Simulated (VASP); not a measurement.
The system is WSe2.

```
CELL_PARAMETERS angstrom
3.34570 0.00000 0.00000
-1.67285 2.89746 0.00000
0.00000 0.00000 13.04254
ATOMIC_POSITIONS crystal
W 0.33333 0.66667 0.25000
W 0.66667 0.33333 0.75000
Se 0.33333 0.66667 0.61819
Se 0.66667 0.33333 0.11819
Se 0.33333 0.66667 0.88181
Se 0.66667 0.33333 0.38181
```

The cell isn't the ideal one: a relaxed cell with its volume scaled by 1.06.

```yaml
Program: VASP 6.6.1
Task: relaxation of shape and atoms at fixed volume
Functional: PBE
Dispersion: D3(BJ)
Potentials_or_basis: VASP PAW PBE potentials, release 64 (W_sv, Se)
Cutoff: 600 eV
k_mesh: 9 × 9 × 2
Occupations: gaussian, width 0.03 eV
Spin: no spin polarisation
```

At the start: pressure -7.3 GPa; volume 21.07 Å³/atom.

Task: How do energy, volume and symmetry change on relaxing?

Result: Over 8 steps the energy falls by 20.4 meV/atom; space group P6_3/mmc (No. 194, to 0.05 Å).

The path:
| step | energy change (eV) | largest force (eV/Å) | pressure (GPa) |
| --- | --- | --- | --- |
| 1 | 0.0000 | 0.8654 | -7.34 |
| 2 | -0.0768 | 0.0941 | -4.10 |
| 3 | -0.0768 | 0.0913 | -4.09 |
| 4 | -0.1076 | 0.0370 | -3.16 |
| 5 | -0.1222 | 0.0302 | -1.89 |
| 6 | -0.1222 | 0.0324 | -1.84 |
| 7 | -0.1222 | 0.0222 | -2.07 |
| 8 | -0.1223 | 0.0014 | -1.97 |

Final structure:
```yaml
crystal:
  lattice:
    - [3.30578, 0.00000, 0.00000]
    - [-1.65289, 2.86289, 0.00000]
    - [0.00000, 0.00000, 13.35948]
  atoms:
    - { symbol: W, position: [0.33333, 0.66667, 0.25000] }
    - { symbol: W, position: [0.66667, 0.33333, 0.75000] }
    - { symbol: Se, position: [0.33333, 0.66667, 0.62404] }
    - { symbol: Se, position: [0.66667, 0.33333, 0.12404] }
    - { symbol: Se, position: [0.33333, 0.66667, 0.87596] }
    - { symbol: Se, position: [0.66667, 0.33333, 0.37596] }
```
